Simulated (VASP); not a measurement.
A convergence study with VASP on CeO$_{2}$ (fluorite): one setting is varied, all else stays as given below, so the limit is that of these other settings.

```yaml
crystal:
  lattice:
    - [0.00000, 2.70500, 2.70500]
    - [2.70500, 0.00000, 2.70500]
    - [2.70500, 2.70500, 0.00000]
  atoms:
    - { symbol: Ce, position: [0.00000, 0.00000, 0.00000] }
    - { symbol: O, position: [0.25000, 0.25000, 0.25000] }
    - { symbol: O, position: [0.75000, 0.75000, 0.75000] }
```

Computed with LDA (Ceperley-Alder, Perdew-Zunger), VASP's LDA PAW potentials (set 64) (plane waves; VASP 6.6.1). The tightest run used: 700 eV cut-off, 16×16×16 Γ-centred mesh, Gaussian smearing of 0.050 eV, potentials Ce O.

Q: The settings run are 1×1×1 mesh; 2×2×2 mesh; 3×3×3 mesh; 4×4×4 mesh; 5×5×5 mesh; 6×6×6 mesh; 7×7×7 mesh; 8×8×8 mesh; 9×9×9 mesh; 10×10×10 mesh; 11×11×11 mesh; 12×12×12 mesh; 13×13×13 mesh; 14×14×14 mesh; 15×15×15 mesh; 16×16×16 mesh. From which on does the stress (every component) stay within 0.5 GPa of the tightest run?

A: From 3×3×3 mesh on: it is off by 0.03 there and by no more than 0.5 in any finer run, while 2×2×2 mesh is off by 3.11.
```
setting        E (eV/atom)  pressure (GPa)  irreducible k-points  difference judged (GPa)
-------------  -----------  --------------  --------------------  -----------------------
1×1×1 mesh        -11.3553          -49.78                     1                    44.52
2×2×2 mesh         -9.5434           -2.15                     3                     3.11
3×3×3 mesh         -9.6148           -5.28                     4                     0.03
4×4×4 mesh         -9.6166           -5.27                     8                     0.01
5×5×5 mesh         -9.6168           -5.32                    10                     0.06
6×6×6 mesh         -9.6168           -5.32                    16                     0.07
7×7×7 mesh         -9.6167           -5.31                    20                     0.05
8×8×8 mesh         -9.6168           -5.42                    29                     0.16
9×9×9 mesh         -9.6168           -5.33                    35                     0.07
10×10×10 mesh      -9.6168           -5.29                    47                     0.03
11×11×11 mesh      -9.6168           -5.27                    56                     0.02
12×12×12 mesh      -9.6168           -5.31                    72                     0.05
13×13×13 mesh      -9.6168           -5.31                    84                     0.05
14×14×14 mesh      -9.6168           -5.31                   104                     0.05
15×15×15 mesh      -9.6168           -5.34                   120                     0.08
16×16×16 mesh      -9.6168           -5.26                   145                     0.00
```

Left out are rungs that failed or repeat a setting and relaxations that didn't move; long series are thinned to 24 rows.

The compound is CeO2 in the fluorite structure. The cell was not relaxed at this level. The run is not spin-polarised, so no magnetic state was tried.
